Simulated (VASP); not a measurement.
Computed with revTPSS meta-GGA, VASP's PBE PAW potentials (set 64) (plane waves; VASP 6.6.1).

Input for VASP

### POSCAR
```
Pt
1
    0.0000000000     1.9600000000     1.9600000000
    1.9600000000     0.0000000000     1.9600000000
    1.9600000000     1.9600000000     0.0000000000
Pt
1
Direct
  0.0000000000   0.0000000000   0.0000000000
```

**KPOINTS**
```
Regular mesh
0
gamma
14 14 14
0 0 0
```

### INCAR
```
SYSTEM = Pt
PREC = Accurate
ENCUT = 520
EDIFF = 1E-6
NELM = 100
ALGO = Normal
LREAL = .FALSE.
LASPH = .TRUE.
ISMEAR = 1
SIGMA = 0.1
METAGGA = RTPSS
LMIXTAU = .TRUE.
LMAXMIX = 6
LWAVE = .FALSE.
LCHARG = .FALSE.
IBRION = 2
ISIF = 3
NSW = 60
EDIFFG = -0.01
```

POTCAR, in this order: Pt (PBE.64 set). Program: vasp_std.

The resulting files:

**OSZICAR**
```
       N       E                     dE             d eps       ncg     rms          rms(c)
DAV:   1     0.968026520185E+02    0.96803E+02   -0.62424E+03  1928   0.121E+03
DAV:   2     0.429652328420E+02   -0.53837E+02   -0.51514E+02  2103   0.250E+02
DAV:   3     0.419865173385E+02   -0.97872E+00   -0.95452E+00  2558   0.368E+01
DAV:   4     0.419768436656E+02   -0.96737E-02   -0.96646E-02  2502   0.355E+00
DAV:   5     0.419766640034E+02   -0.17966E-03   -0.17966E-03  2717   0.389E-01    0.163E+01
DAV:   6     0.343771395604E+02   -0.75995E+01   -0.99080E+00  1873   0.457E+01    0.698E+00
DAV:   7     0.347997371489E+02    0.42260E+00   -0.25939E+00  1915   0.145E+01    0.284E+00
DAV:   8     0.345661288325E+02   -0.23361E+00   -0.65912E-02  1961   0.299E+00    0.110E+00
DAV:   9     0.345655287785E+02   -0.60005E-03   -0.17274E-03  2258   0.435E-01    0.447E-01
DAV:  10     0.345626689985E+02   -0.28598E-02   -0.20937E-02  1977   0.139E+00    0.144E-01
DAV:  11     0.345622208192E+02   -0.44818E-03   -0.16256E-03  2007   0.355E-01    0.887E-02
DAV:  12     0.345621486290E+02   -0.72190E-04   -0.29895E-04  1930   0.173E-01    0.253E-02
DAV:  13     0.345621398350E+02   -0.87941E-05   -0.77811E-05  2013   0.717E-02    0.114E-02
DAV:  14     0.345621383931E+02   -0.14419E-05   -0.55731E-07  1241   0.941E-03    0.623E-04
DAV:  15     0.345621383496E+02   -0.43462E-07   -0.15976E-07   969   0.352E-03
   1 F= 0.34562138E+02 E0= 0.34562067E+02  d E =0.345621E+02
       N       E                     dE             d eps       ncg     rms          rms(c)
DAV:   1     0.345493615004E+02   -0.12777E-01   -0.37885E-01  1901   0.665E+00    0.916E-01
DAV:   2     0.345625151643E+02    0.13154E-01   -0.34156E-02  1885   0.167E+00    0.378E-01
DAV:   3     0.345635803944E+02    0.10652E-02   -0.75792E-03  1894   0.688E-01    0.172E-01
DAV:   4     0.345640358921E+02    0.45550E-03   -0.14084E-03  1937   0.306E-01    0.530E-02
DAV:   5     0.345635040958E+02   -0.53180E-03   -0.75454E-04  1910   0.211E-01    0.731E-03
DAV:   6     0.345635000920E+02   -0.40037E-05   -0.15130E-05  1966   0.371E-02    0.410E-03
DAV:   7     0.345635008886E+02    0.79656E-06   -0.66210E-06  1879   0.253E-02
   2 F= 0.34563501E+02 E0= 0.34563435E+02  d E =0.136254E-02
       N       E                     dE             d eps       ncg     rms          rms(c)
DAV:   1     0.345543968457E+02   -0.91032E-02   -0.19940E-01  1898   0.483E+00    0.640E-01
DAV:   2     0.345614575803E+02    0.70607E-02   -0.18760E-02  1881   0.123E+00    0.289E-01
DAV:   3     0.345619871880E+02    0.52961E-03   -0.38377E-03  1911   0.485E-01    0.138E-01
DAV:   4     0.345622330660E+02    0.24588E-03   -0.60892E-04  1924   0.201E-01    0.401E-02
DAV:   5     0.345619527949E+02   -0.28027E-03   -0.30613E-04  1901   0.135E-01    0.509E-03
DAV:   6     0.345619497064E+02   -0.30885E-05   -0.71884E-06  2019   0.257E-02    0.332E-03
DAV:   7     0.345619495157E+02   -0.19067E-06   -0.30829E-06  1520   0.172E-02
   3 F= 0.34561950E+02 E0= 0.34561879E+02  d E =-.188834E-03
```

### OUTCAR
```
------------------------ aborting loop because EDIFF is reached ----------------------------------------
  FORCE on cell =-STRESS in cart. coord.  units (eV):
  Direction    XX          YY          ZZ          XY          YZ          ZX
  --------------------------------------------------------------------------------------
  Total       -0.0025676     -0.0025676     -0.0025676      0.0000000      0.0000000      0.0000000
  in kB       -0.2742438     -0.2742438     -0.2742438      0.0000000      0.0000000      0.0000000
  external PRESSURE =      -0.2742438 kB  Pullay stress =       0.0000000 kB
  volume of cell :       15.00
      direct lattice vectors                 reciprocal lattice vectors
    -0.000000000  1.957452523  1.957452523    -0.255434037  0.255434037  0.255434037
     1.957452523 -0.000000000  1.957452523     0.255434037 -0.255434037  0.255434037
     1.957452523  1.957452523 -0.000000000     0.255434037  0.255434037 -0.255434037
 POSITION                                       TOTAL-FORCE (eV/Angst)
 -----------------------------------------------------------------------------------
      0.00000     -0.00000      0.00000         0.000000     -0.000000     -0.000000
 -----------------------------------------------------------------------------------
    total drift:                               -0.000000      0.000000     -0.000000
  FREE ENERGIE OF THE ION-ELECTRON SYSTEM (eV)
  ---------------------------------------------------
  free  energy   TOTEN  =        34.5619495157 eV

  energy  without entropy=       34.5617393840  energy(sigma->0) =       34.56187947

 reached required accuracy - stopping structural energy minimisation
```
(Selected blocks of OUTCAR.)

### CONTCAR
```
Pt
   1.00000000000000
    -0.0000000000000000    1.9574525230098390    1.9574525230098390
     1.9574525230098390   -0.0000000000000000    1.9574525230098390
     1.9574525230098390    1.9574525230098390   -0.0000000000000000
  Pt
     1
Direct
     0.0000000000000000    0.0000000000000000    0.0000000000000000
```

The compound is Pt in the fcc structure. This run relaxes it. Symmetry was kept, so distortions that lower it aren't found.
